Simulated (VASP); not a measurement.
Output of a VASP run:

### OSZICAR
```
...
DAV:   8    -0.220743755217E+02    0.11683E-05   -0.32605E-06  8727   0.122E-02    0.708E-03
DAV:   9    -0.220743749210E+02    0.60067E-06   -0.21117E-07  4094   0.389E-03
   2 F= -.15805872E+02 E0= -.15805896E+02  d E =0.235018E+00
       N       E                     dE             d eps       ncg     rms          rms(c)
DAV:   1    -0.246207421183E+02   -0.25464E+01   -0.39585E+01  8230   0.741E+01    0.163E+01
DAV:   2    -0.231526819385E+02    0.14681E+01   -0.15889E+01  8111   0.319E+01    0.301E+00
DAV:   3    -0.229135655370E+02    0.23912E+00   -0.12370E+00  7810   0.704E+00    0.131E+00
DAV:   4    -0.228971115735E+02    0.16454E-01   -0.11034E-01  8825   0.266E+00    0.368E-01
DAV:   5    -0.228969879141E+02    0.12366E-03   -0.14104E-02  8685   0.959E-01    0.450E-01
DAV:   6    -0.228971973361E+02   -0.20942E-03   -0.20944E-03  7908   0.300E-01    0.380E-02
DAV:   7    -0.228971931711E+02    0.41650E-05   -0.57692E-05  9245   0.564E-02    0.183E-02
DAV:   8    -0.228971914596E+02    0.17115E-05   -0.10268E-05  8853   0.230E-02    0.663E-03
DAV:   9    -0.228971911855E+02    0.27416E-06   -0.45962E-07  3989   0.557E-03
   3 F= -.16078850E+02 E0= -.16078831E+02  d E =-.379600E-01
       N       E                     dE             d eps       ncg     rms          rms(c)
DAV:   1    -0.228911951954E+02    0.59963E-02   -0.46338E-03  8349   0.787E-01    0.201E-01
DAV:   2    -0.228910196452E+02    0.17555E-03   -0.14864E-03  8258   0.316E-01    0.379E-02
DAV:   3    -0.228910014555E+02    0.18190E-04   -0.92740E-05  7901   0.602E-02    0.134E-02
DAV:   4    -0.228910000697E+02    0.13858E-05   -0.92798E-06  8482   0.296E-02    0.100E-02
DAV:   5    -0.228910010522E+02   -0.98245E-06   -0.67161E-07  3912   0.838E-03
   4 F= -.16078890E+02 E0= -.16078871E+02  d E =-.379994E-01
       N       E                     dE             d eps       ncg     rms          rms(c)
DAV:   1    -0.228867060517E+02    0.42940E-02   -0.23079E-03  8328   0.555E-01    0.142E-01
DAV:   2    -0.228866187014E+02    0.87350E-04   -0.73652E-04  8258   0.223E-01    0.264E-02
DAV:   3    -0.228866099012E+02    0.88002E-05   -0.45760E-05  7922   0.423E-02    0.925E-03
DAV:   4    -0.228866094357E+02    0.46553E-06   -0.45504E-06  7894   0.208E-02
   5 F= -.16078879E+02 E0= -.16078861E+02  d E =-.379890E-01
       N       E                     dE             d eps       ncg     rms          rms(c)
DAV:   1    -0.228850976964E+02    0.15122E-02   -0.76224E-02  7937   0.273E+00    0.251E-01
DAV:   2    -0.228836568905E+02    0.14408E-02   -0.24444E-03  9119   0.425E-01    0.124E-01
DAV:   3    -0.228832507074E+02    0.40618E-03   -0.11549E-03  9259   0.284E-01    0.400E-02
DAV:   4    -0.228832495810E+02    0.11264E-05   -0.52069E-05  7852   0.518E-02    0.150E-02
DAV:   5    -0.228832494356E+02    0.14546E-06   -0.19282E-06  7648   0.111E-02
   6 F= -.16079240E+02 E0= -.16079221E+02  d E =-.361226E-03
       N       E                     dE             d eps       ncg     rms          rms(c)
DAV:   1    -0.228845276065E+02   -0.12780E-02   -0.61182E-03  7895   0.773E-01    0.723E-02
DAV:   2    -0.228844115389E+02    0.11607E-03   -0.19757E-04  9133   0.121E-01    0.354E-02
DAV:   3    -0.228843787075E+02    0.32831E-04   -0.91891E-05  9273   0.798E-02    0.107E-02
DAV:   4    -0.228843783382E+02    0.36931E-06   -0.40502E-06  7711   0.145E-02
   7 F= -.16079309E+02 E0= -.16079292E+02  d E =-.430209E-03
```

File OUTCAR:
```
------------------------ aborting loop because EDIFF is reached ----------------------------------------
  FORCE on cell =-STRESS in cart. coord.  units (eV):
  Direction    XX          YY          ZZ          XY          YZ          ZX
  --------------------------------------------------------------------------------------
  Total        6.8617533      6.8617533      6.8209424      0.0000000      0.0000000      0.0000000
  in kB      302.4989190    302.4989190    300.6997771      0.0000000      0.0000000      0.0000000
  external PRESSURE =       1.8992050 kB  Pullay stress =     300.0000000 kB
  volume of cell :       36.34
      direct lattice vectors                 reciprocal lattice vectors
    -1.543926709  1.543926709  3.811610412     0.000000000  0.323849570  0.131178149
     1.543926709 -1.543926709  3.811610412     0.323849570  0.000000000  0.131178149
     1.543926709  1.543926709 -3.811610412     0.323849570  0.323849570  0.000000000
 POSITION                                       TOTAL-FORCE (eV/Angst)
 -----------------------------------------------------------------------------------
      0.00000      0.00000      5.08002        -0.000000     -0.000000      0.018498
      0.00000      0.00000      2.54320         0.000000      0.000000     -0.018498
      0.00000      0.00000     -0.00000        -0.000000     -0.000000      0.000000
 -----------------------------------------------------------------------------------
    total drift:                                0.000000     -0.000000      0.000000
  FREE ENERGIE OF THE ION-ELECTRON SYSTEM (eV)
  ---------------------------------------------------
  free  energy   TOTEN  =       -22.8843783382 eV

  energy  without entropy=      -22.8843269666  energy(sigma->0) =      -22.88436121
  enthalpy is  TOTEN    =       -16.0793094093 eV   P V=        6.8050689289

 reached required accuracy - stopping structural energy minimisation
```
(Selected blocks of OUTCAR.)

POSCAR:
```
MoSi2
1
   -1.5625397034     1.5625397034     3.8463022497
    1.5625397034    -1.5625397034     3.8463022497
    1.5625397034     1.5625397034    -3.8463022497
Si Mo
2 1
Direct
  0.6661072405   0.6661072405   0.0000000000
  0.3338927595   0.3338927595   0.0000000000
  0.0000000000   0.0000000000   0.0000000000
```

**Question.** Reconstruct the remaining input files.

**Answer.** Several could match; the one computed here: the input of the run itself, PBE GGA, plane waves, VASP's PBE PAW potentials (set 64).

**INCAR**
```
SYSTEM = MoSi2
PREC = Accurate; ENCUT = 500; LREAL = .False.
LASPH = .True.
EDIFF = 1E-6; NELM = 100; ALGO = Normal
LMAXMIX = 4
ISMEAR = 1; SIGMA = 0.1
GGA = PE
IBRION = 2; NSW = 40; ISIF = 3
EDIFFG = -0.02; PSTRESS = 300
LWAVE = .False.; LCHARG = .False.
```

### KPOINTS
```
Automatic
0
Gamma
  14 14 14
```

POTCAR, in this order: Si Mo_sv (PBE.64 set). Program: vasp_std.

Energy and stress use the plane-wave basis of the starting cell.

The compound is MoSi2 in the MoSi2 type structure. This run relaxes it under an external pressure of 30 GPa. Symmetry was kept, so distortions that lower it aren't found.
